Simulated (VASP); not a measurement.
Output of a VASP run:

### OUTCAR
```
 ion  position               nearest neighbor table
   1  0.000  0.000  0.000-
   2  0.500  0.500  0.500-
  LATTYP: Found a face centered cubic cell.
 ALAT       =     3.9529439146
 Subroutine PRICEL returns:
 Original cell was already a primitive cell.
 Subroutine GETGRP returns: Found 48 space group operations
The static configuration has the point symmetry O_h .
The dynamic configuration has the point symmetry O_h .
 Subroutine INISYM returns: Found 48 space group operations
 Subroutine IBZKPT returns following result:
 Found     84 irreducible k-points:

 Following reciprocal coordinates:
            Coordinates               Weight
  0.000000  0.000000  0.000000      1.000000
  0.076923  0.000000  0.000000      8.000000
  0.153846  0.000000  0.000000      8.000000
  0.230769  0.000000  0.000000      8.000000
  0.307692  0.000000  0.000000      8.000000
  0.384615  0.000000  0.000000      8.000000
  0.461538  0.000000  0.000000      8.000000
  0.076923  0.076923  0.000000      6.000000
  0.153846  0.076923  0.000000     24.000000
  0.230769  0.076923  0.000000     24.000000
  0.307692  0.076923  0.000000     24.000000
  0.384615  0.076923  0.000000     24.000000
  0.461538  0.076923  0.000000     24.000000
 -0.461538  0.076923  0.000000     24.000000
 -0.384615  0.076923  0.000000     24.000000
 -0.307692  0.076923  0.000000     24.000000
 -0.230769  0.076923  0.000000     24.000000
 -0.153846  0.076923  0.000000     24.000000
 -0.076923  0.076923  0.000000     12.000000
  0.153846  0.153846  0.000000      6.000000
  0.230769  0.153846  0.000000     24.000000
  0.307692  0.153846  0.000000     24.000000
  0.384615  0.153846  0.000000     24.000000
  0.461538  0.153846  0.000000     24.000000
 -0.461538  0.153846  0.000000     24.000000
 -0.384615  0.153846  0.000000     24.000000
 -0.307692  0.153846  0.000000     24.000000
 -0.230769  0.153846  0.000000     24.000000
 -0.153846  0.153846  0.000000     12.000000
  0.230769  0.230769  0.000000      6.000000
  0.307692  0.230769  0.000000     24.000000
  0.384615  0.230769  0.000000     24.000000
  0.461538  0.230769  0.000000     24.000000
 -0.461538  0.230769  0.000000     24.000000
 -0.384615  0.230769  0.000000     24.000000
 -0.307692  0.230769  0.000000     24.000000
 -0.230769  0.230769  0.000000     12.000000
  0.307692  0.307692  0.000000      6.000000
  0.384615  0.307692  0.000000     24.000000
  0.461538  0.307692  0.000000     24.000000
   k-points           NKPTS =     84   k-points in BZ     NKDIM =     84   number of bands    NBANDS=      6
   number of dos      NEDOS =    601   number of ions     NIONS =      2
   total plane-waves  NPLWV =  13824
   dimension x,y,z NGX =    24 NGY =   24 NGZ =   24
   dimension x,y,z NGXF=    48 NGYF=   48 NGZF=   48
   ions per type =               1   1
   PREC   = accura    normal or accurate (medium, high low for compatibility)
   ISTART =      0    job   : 0-new  1-cont  2-samecut
   ICHARG =      2    charge: 1-file 2-atom 10-const
   ISPIN  =      1    spin polarized calculation?
   LNONCOLLINEAR =      F non collinear calculations
   LSORBIT =      F    spin-orbit coupling
   INIWAV =      1    electr: 0-lowe 1-rand  2-diag
   ENCUT  =  520.0 eV  38.22 Ry    6.18 a.u.   5.20  5.20  5.20*2*pi/ulx,y,z
   NELM   =    100;   NELMIN=  2; NELMDL= -5     # of ELM steps
   EDIFF  = 0.1E-06   stopping-criterion for ELM
   LREAL  =      F    real-space projection
   NLSPLINE    = F    spline interpolate recip. space projectors
   LMAXMIX     =    2 max onsite mixed and CHGCAR
   VOSKOWN=      0    Vosko Wilk Nusair interpolation
   EDIFFG = 0.1E-05   stopping-criterion for IOM
   NSW    =      0    number of steps for IOM
   NBLOCK =      1;   KBLOCK =      1    inner block; outer block
   IBRION =     -1    ionic relax: 0-MD 1-quasi-New 2-CG
...
```

### OSZICAR
```
       N       E                     dE             d eps       ncg     rms          rms(c)
DAV:   1    -0.208149779143E+01   -0.20815E+01   -0.14053E+03  1044   0.613E+02
DAV:   2    -0.630441203330E+01   -0.42229E+01   -0.42224E+01  1452   0.630E+01
DAV:   3    -0.636808645447E+01   -0.63674E-01   -0.63674E-01  1218   0.754E+00
DAV:   4    -0.636907456570E+01   -0.98811E-03   -0.98811E-03  1386   0.666E-01
DAV:   5    -0.636908472886E+01   -0.10163E-04   -0.10163E-04  1248   0.337E-02    0.290E+00
DAV:   6    -0.618499339020E+01    0.18409E+00   -0.15192E-01  1200   0.180E+00    0.146E+00
DAV:   7    -0.612221826446E+01    0.62775E-01   -0.20436E-01  1308   0.231E+00    0.223E-01
DAV:   8    -0.612403333952E+01   -0.18151E-02   -0.53440E-03  1212   0.654E-01    0.439E-02
DAV:   9    -0.612398561653E+01    0.47723E-04   -0.26001E-04  1494   0.942E-02    0.905E-03
DAV:  10    -0.612398008293E+01    0.55336E-05   -0.61208E-06  1146   0.222E-02    0.195E-03
DAV:  11    -0.612397899869E+01    0.10842E-05   -0.29576E-07  1392   0.502E-03    0.641E-04
DAV:  12    -0.612397808517E+01    0.91352E-06   -0.11976E-08   564   0.121E-03    0.700E-04
DAV:  13    -0.612397840159E+01   -0.31642E-06   -0.16882E-08   546   0.788E-04    0.523E-05
DAV:  14    -0.612397843754E+01   -0.35950E-07   -0.83579E-10   504   0.259E-04
   1 F= -.62721817E+01 E0= -.62721817E+01  d E =0.000000E+00
```

**OUTCAR**
```
------------------------ aborting loop because EDIFF is reached ----------------------------------------
  Edisp (eV):   -0.14820
  FORCE on cell =-STRESS in cart. coord.  units (eV):
  Direction    XX          YY          ZZ          XY          YZ          ZX
  --------------------------------------------------------------------------------------
  Total      -0.00577    -0.00577    -0.00577    -0.00000    -0.00000     0.00000
  in kB      -0.59848    -0.59848    -0.59848    -0.00000    -0.00000     0.00000
  external pressure =       -0.60 kB  Pullay stress =        0.00 kB
  volume of cell :       15.44
      direct lattice vectors                 reciprocal lattice vectors
     0.000000000  1.976471957  1.976471957    -0.252976015  0.252976015  0.252976015
     1.976471957  0.000000000  1.976471957     0.252976015 -0.252976015  0.252976015
     1.976471957  1.976471957  0.000000000     0.252976015  0.252976015 -0.252976015
  FREE ENERGIE OF THE ION-ELECTRON SYSTEM (eV)
  ---------------------------------------------------
  free  energy   TOTEN  =        -6.2721816842 eV

  energy  without entropy=       -6.2721816842  energy(sigma->0) =       -6.27218168

 total charge

# of ion       s       p       d       tot
------------------------------------------
    1        2.023   0.064   0.000   2.087
    2        0.551   0.002   0.000   0.552
--------------------------------------------------
tot          2.573   0.066   0.000   2.639
```
(Selected blocks of OUTCAR.)

POSCAR:
```
LiH
1
    0.0000000000     1.9764719573     1.9764719573
    1.9764719573     0.0000000000     1.9764719573
    1.9764719573     1.9764719573     0.0000000000
Li H
1 1
Direct
  0.0000000000   0.0000000000   0.0000000000
  0.5000000000   0.5000000000   0.5000000000
```

**Question.** Write an INCAR and KPOINTS that could have produced this output.

**Answer.** Several could match; the one computed here: the input of the run itself, PBE GGA with D4 dispersion, plane waves, VASP's PBE PAW potentials (set 64).

**KPOINTS**
```
Automatic mesh
0
Gamma
13 13 13
0 0 0
```

### INCAR
```
SYSTEM = LiH
PREC = Accurate; ENCUT = 520; LREAL = .False.
LASPH = .True.
EDIFF = 1E-7; NELM = 100; ALGO = Normal
ISMEAR = -5
GGA = PE; IVDW = 13
ISIF = 2
LWAVE = .False.; LCHARG = .True.; LORBIT = 11
NEDOS = 601
```

POTCAR, in this order: Li_sv H (PBE.64 set). Program: vasp_std.

The compound is LiH in the rock salt structure. It was relaxed first, which changed the volume by -9 %.
